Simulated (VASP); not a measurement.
Input for VASP

### INCAR
```
# general
SYSTEM  = TaAl
PREC    = Accurate
ENCUT   = 400
LREAL   = .FALSE.
LASPH   = .TRUE.

# electronic loop
EDIFF   = 1E-6
NELM    = 100
ALGO    = Normal
LMAXMIX = 6

# smearing
ISMEAR  = 1
SIGMA   = 0.1

# functional
GGA     = PS

# ions
IBRION  = 2
NSW     = 60
ISIF    = 3
EDIFFG  = -0.01

# output
LWAVE   = .FALSE.
LCHARG  = .FALSE.
```

### POSCAR
```
TaAl
1
    3.1957495691     0.0000000000     0.0000000000
    0.0000000000     3.1957495691    -0.0000000000
    0.0000000000    -0.0000000000     3.1957495691
Ta Al
1 1
Direct
  1.0000000000   0.0000000000   0.0000000000
  0.5000000000   0.5000000000   0.5000000000
```

File KPOINTS:
```
Automatic mesh
0
Gamma
10 10 10
0 0 0
```

POTCAR, in this order: Ta_pv Al (PBE.64 set). Program: vasp_std.

Task: Translate this PBEsol calculation to Ansatz.

Result: One equivalent input (not run):
Ansatz 0.2 input:
```yaml
crystal:
  lattice:
    - [3.1957496, 0.0000000, 0.0000000]
    - [0.0000000, 3.1957496, 0.0000000]
    - [0.0000000, 0.0000000, 3.1957496]
  atoms:
    - { symbol: Ta, position: [1.0000000, 0.0000000, 0.0000000] }
    - { symbol: Al, position: [0.5000000, 0.5000000, 0.5000000] }
kpoints:
  mp_grid: { grid: [10, 10, 10] }
hamiltonian:
  xc: pbesol
  pseudopotentials: { kind: paw }
scf:
  occupations: { method: methfessel_paxton, width: 0.1 }
  max_iter: 100
relax:
  max_steps: 60
  f_tol: 0.01
  cell: {}
output: { forces: true, stress: true, eigenvalues: true }
```
The two are equivalent in intent, not identical: each code has its own PAW files, so the cut-off isn't converted (ENCUT is set for VASP's; basis.ecutwfc is left out, and Ansatz then takes the one that its files recommend); Ansatz stops its SCF on the density residual and VASP on the energy change (EDIFF).

The structure was generated: TaAl was put into the CsCl type type (Pm-3m), which need not be its known phase. This run relaxes it. Symmetry was kept, so distortions that lower it aren't found. The start is the result of an earlier pass.
